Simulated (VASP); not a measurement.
Input of a VASP 6.6.1 run:

The input INCAR:

```
PREC = Accurate ; ENCUT = 350
EDIFF = 1E-5 ; ISMEAR = 0
SIGMA = 0.03 ; LREAL = Auto
LASPH = True ; NELM = 120
ALGO = Normal ; ISIF = 2
LWAVE = False ; LCHARG = False
ISPIN = 2 ; MAGMOM = 2 0 0 0 0 0 0 0 0 0 0 0 0 0 0 0 0 0 0 0 0 0 0 0
LORBIT = 11 ; NUPDOWN = 2
LMAXMIX = 4 ; LDAU = True
LDAUTYPE = 2 ; LDAUL = 2 -1 -1
LDAUU = 5 0 0 ; LDAUJ = 0 0 0
LDAUPRINT = 1 ; GGA = PS
NBANDS = 130 ; NELECT = 216.0
ISYM = 0 ; KPAR = 2
```

Contents of KPOINTS:

```
Automatic mesh
0
Gamma
  2 2 2
```

Contents of POSCAR:

```
TiGa11As12                              
1.0
    0.0000000000      8.4805500000      8.4805500000
    5.6537000000      0.0000000000      5.6537000000
    5.6537000000      5.6537000000      0.0000000000
  Ti              Ga              As            
     1    11    12
Direct
     0.9926381835577227    0.0019685736489561    0.0024657738609093
     0.0028433883730136    0.0023238777615191    0.4966099647896349
     0.0027388380141165    0.4963320272198283    0.0044235712854804
     0.0025295375034617    0.4959625439634510    0.4981723206464916
     0.3284456989479638    0.0041527165362125    0.0060427803153396
     0.3343287589517888    0.0015961291448685    0.4963909686238455
     0.3342680452194948    0.4946320526550666    0.0035992306554386
     0.3305823969556592    0.5013591372230209    0.5033091869673131
     0.6683855160588784    0.9990594942755628    0.9997331489058238
     0.6612454487341647    0.0019918804279101    0.5058397162368349
     0.6614057662082203    0.5044557918217246    0.0035164998153767
     0.6668439088165393    0.5000835707673850    0.5013472121598026
     0.0827009848401704    0.1258364375254044    0.1262106578957913
     0.0867503277638514    0.1248869366637731    0.6192766258316094
     0.0867045807368016    0.6188488035308185    0.1270733670644161
     0.0807981982700602    0.6258613076320773    0.6279807620030016
     0.4215006156148377    0.1204626895245610    0.1221328521577745
     0.4123284799576489    0.1255153374985406    0.6317615023029876
     0.4124310180017434    0.6298589957658709    0.1275039892857689
     0.4166770313797328    0.6249077107797910    0.6268760166280057
     0.7354361736070519    0.1333719400290475    0.1346125856362556
     0.7518217198484120    0.1241651680634985    0.6247775058050848
     0.7517841745172710    0.6240241432501413    0.1253740983020872
     0.7503282081213986    0.6252457342909790    0.6268736628249143
```

Potentials or basis: VASP PAW PBE potentials, release 64 (Ti_sv, Ga_d, As).

Command:

```bash
$ cat potpaw_PBE.64/Ti_sv/POTCAR potpaw_PBE.64/Ga_d/POTCAR potpaw_PBE.64/As/POTCAR > POTCAR
$ mpirun -np 4 vasp_std > vasp.out
```

Estimate the largest force.

0.379 eV/Å.

Forces in eV/Å, atoms in the order of the input:
```
Ti  -0.012  0.013  0.016
Ga  -0.027 -0.011  0.145
Ga  -0.035  0.149 -0.014
Ga  -0.120  0.020  0.023
Ga   0.076 -0.049 -0.048
Ga   0.024 -0.077 -0.014
Ga   0.026 -0.013 -0.072
Ga  -0.020 -0.007 -0.008
Ga   0.086 -0.020 -0.027
Ga  -0.011 -0.068  0.030
Ga  -0.006  0.026 -0.069
Ga  -0.016 -0.007 -0.006
As   0.241  0.184  0.184
As  -0.206 -0.169  0.172
As  -0.212  0.172 -0.177
As   0.011 -0.004  0.006
As  -0.042  0.021  0.019
As   0.004  0.025 -0.002
As   0.003 -0.007  0.028
As  -0.005  0.011  0.013
As   0.242 -0.202 -0.210
As  -0.006  0.012 -0.005
As  -0.002 -0.002  0.009
As   0.007  0.002  0.007
```

Caveat: the k mesh is coarse (spacing up to 0.48 Å⁻¹), so the values aren't converged; the PAW data sets were made with another functional, which shifts forces and pressure a little; the total moment is fixed, so each spin has its own Fermi level; the U is typed as a test and isn't derived for this compound. The state reached can hang on the start; a lower one may exist.
